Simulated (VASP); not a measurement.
Calculation: PBE GGA, VASP's PBE PAW potentials (set 64) (plane waves; VASP).

VASP ran on this input.

**INCAR**
```
# general
SYSTEM  = NbAs
PREC    = Accurate
ENCUT   = 300
LREAL   = .FALSE.
LASPH   = .TRUE.

# electronic loop
EDIFF   = 1E-6
NELM    = 100
ALGO    = Normal
LMAXMIX = 4

# smearing
ISMEAR  = -1
SIGMA   = 0.136

# functional
GGA     = PE

# ions
ISIF    = 2

# output
LWAVE   = .FALSE.
LCHARG  = .FALSE.
```

**KPOINTS**
```
Automatic mesh
0
Gamma
8 8 8
0 0 0
```

File POSCAR:
```
NbAs
1
    3.2302790000     0.0000000000     0.0000000000
    0.0000000000     3.2302790000     0.0000000000
    0.0000000000     0.0000000000     3.2302790000
Nb As
1 1
Direct
  0.0000000000   0.0000000000   0.0000000000
  0.5000000000   0.5000000000   0.5000000000
```

POTCAR, in this order: Nb_sv As (PBE.64 set). Program: vasp_std.

At this cut-off the stress carries a Pulay error, which pulls relaxed volumes low.

Question: Predict the energy per atom (σ→0), pressure, band gap (on the k-mesh).

Answer: 
The energy per atom (σ→0) is -7.877 eV/atom. The band gap (on the k-mesh) is none (metal, semimetal or under 0.01 eV) and the pressure comes out as -22.8 kbar.

**OSZICAR**
```
...
DAV:   7    -0.157928127545E+02    0.21656E-01   -0.11784E-01  1093   0.274E+00    0.136E+00
DAV:   8    -0.157834305050E+02    0.93822E-02   -0.30041E-02  1168   0.132E+00    0.206E-01
DAV:   9    -0.157834960171E+02   -0.65512E-04   -0.19963E-03  1426   0.335E-01    0.107E-01
DAV:  10    -0.157835213812E+02   -0.25364E-04   -0.18358E-04  1274   0.166E-01    0.196E-02
DAV:  11    -0.157835113225E+02    0.10059E-04   -0.11362E-05  1242   0.412E-02    0.119E-02
DAV:  12    -0.157835101208E+02    0.12017E-05   -0.77911E-07   763   0.104E-02    0.244E-03
DAV:  13    -0.157835102926E+02   -0.17183E-06   -0.22681E-07   575   0.640E-03
   1 F= -.15783510E+02 E0= -.15753175E+02  d E =-.606708E-01
```

The structure was generated: NbAs was put into an ordered model structure, which need not be its known phase. The cell was not relaxed at this level.
